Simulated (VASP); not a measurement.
Calculation: LDA (Ceperley-Alder, Perdew-Zunger), VASP's LDA PAW potentials (set 64) (plane waves; VASP).

VASP input:

### POSCAR
```
C
1
    0.0000000000     1.7854233182     1.7854233182
    1.7854233182     0.0000000000     1.7854233182
    1.7854233182     1.7854233182     0.0000000000
C
2
Direct
  0.0000000000   0.0000000000   0.0000000000
  0.2500000000   0.2500000000   0.2500000000
```

**KPOINTS**
```
Automatic mesh
0
G
  13 13 13
```

### INCAR
```
LREAL = F
PREC = Accurate
LWAVE = F
SYSTEM = C
ALGO = Normal   ! blocked Davidson
ISIF = 2   ! forces and stress, cell fixed
EDIFF = 1E-7
ISMEAR = 0
LCHARG = F
ENCUT = 520   ! plane-wave cut-off (eV)
NELM = 100
LASPH = T   ! aspherical one-centre terms
SIGMA = 0.05
```

POTCAR, in this order: C (LDA.64 set). Program: vasp_std.

The run wrote:

**OSZICAR**
```
       N       E                     dE             d eps       ncg     rms          rms(c)
DAV:   1    -0.218722552315E+01   -0.21872E+01   -0.50391E+03  1400   0.982E+02
DAV:   2    -0.209065303896E+02   -0.18719E+02   -0.17518E+02  2144   0.109E+02
DAV:   3    -0.210265422623E+02   -0.12001E+00   -0.12001E+00  1408   0.116E+01
DAV:   4    -0.210267389807E+02   -0.19672E-03   -0.19672E-03  1944   0.515E-01
DAV:   5    -0.210267390732E+02   -0.92474E-07   -0.92473E-07  1400   0.671E-03    0.567E+00
DAV:   6    -0.204386997552E+02    0.58804E+00   -0.47756E-01  1384   0.532E+00    0.330E+00
DAV:   7    -0.202331220319E+02    0.20558E+00   -0.53027E-01  1648   0.559E+00    0.730E-01
DAV:   8    -0.202323017089E+02    0.82032E-03   -0.22659E-03  1384   0.567E-01    0.268E-02
DAV:   9    -0.202323010019E+02    0.70699E-06   -0.11209E-05  1656   0.373E-02    0.238E-02
DAV:  10    -0.202323021097E+02   -0.11078E-05   -0.53990E-07  1512   0.848E-03    0.322E-03
DAV:  11    -0.202323020811E+02    0.28551E-07   -0.22071E-08  1064   0.141E-03
   1 F= -.20232302E+02 E0= -.20232302E+02  d E =-.162528E-12
```

**OUTCAR**
```
------------------------ aborting loop because EDIFF is reached ----------------------------------------
  FORCE on cell =-STRESS in cart. coord.  units (eV):
  Direction    XX          YY          ZZ          XY          YZ          ZX
  --------------------------------------------------------------------------------------
  Total       -0.9296040     -0.9296040     -0.9296040      0.0000000     -0.0000000     -0.0000000
  in kB     -130.8443419   -130.8443419   -130.8443419      0.0000000     -0.0000000     -0.0000000
  external PRESSURE =    -130.8443419 kB  Pullay stress =       0.0000000 kB
  volume of cell :       11.38
      direct lattice vectors                 reciprocal lattice vectors
     0.000000000  1.785423318  1.785423318    -0.280045631  0.280045631  0.280045631
     1.785423318  0.000000000  1.785423318     0.280045631 -0.280045631  0.280045631
     1.785423318  1.785423318  0.000000000     0.280045631  0.280045631 -0.280045631
 POSITION                                       TOTAL-FORCE (eV/Angst)
 -----------------------------------------------------------------------------------
      0.00000      0.00000      0.00000        -0.000000     -0.000000     -0.000000
      0.89271      0.89271      0.89271         0.000000      0.000000      0.000000
 -----------------------------------------------------------------------------------
    total drift:                                0.000000      0.000000      0.000000
  FREE ENERGIE OF THE ION-ELECTRON SYSTEM (eV)
  ---------------------------------------------------
  free  energy   TOTEN  =       -20.2323020811 eV

  energy  without entropy=      -20.2323020811  energy(sigma->0) =      -20.23230208
```
(Selected blocks of OUTCAR.)

### OUTCAR
```
 val. band max:        9.6732243604   @ k =   0.0000   0.0000   0.0000

 cond. band min:      13.7730023180   @ k =   0.3846   0.3846   0.0000


 Fermi energy:         9.8927892427

 k-point     1 :       0.0000    0.0000    0.0000
  band No.  band energies     occupation
      1     -11.5994      2.00000
      2       9.6732      2.00000
      3       9.6732      2.00000
      4       9.6732      2.00000
      5      15.2061      0.00000
      6      15.2061      0.00000
      7      15.2061      0.00000
      8      23.1511      0.00000

 k-point     2 :       0.0769    0.0000    0.0000
  band No.  band energies     occupation
      1     -11.4360      2.00000
      2       8.6234      2.00000
      3       9.3963      2.00000
      4       9.3963      2.00000
      5      15.5678      0.00000
      6      15.5678      0.00000
      7      15.8335      0.00000
      8      23.2662      0.00000

 k-point     3 :       0.1538    0.0000    0.0000
  band No.  band energies     occupation
      1     -10.9474      2.00000
      2       6.3827      2.00000
      3       8.7718      2.00000
      4       8.7718      2.00000
      5      16.3870      0.00000
      6      16.3870      0.00000
      7      16.8758      0.00000
      8      23.5975      0.00000

 k-point     4 :       0.2308    0.0000    0.0000
  band No.  band energies     occupation
      1     -10.1393      2.00000
      2       3.8078      2.00000
      3       8.0957      2.00000
      4       8.0957      2.00000
      5      17.2134      0.00000
      6      17.2134      0.00000
      7      17.6813      0.00000
      8      24.0787      0.00000

 k-point     5 :       0.3077    0.0000    0.0000
  band No.  band energies     occupation
      1      -9.0239      2.00000
      2       1.2260      2.00000
      3       7.5246      2.00000
      4       7.5246      2.00000
      5      17.7567      0.00000
      6      17.7567      0.00000
      7      18.1933      0.00000
...
```

The compound is C in the diamond structure. This cell is one point of a volume scan, at 1.03 of the reference volume.
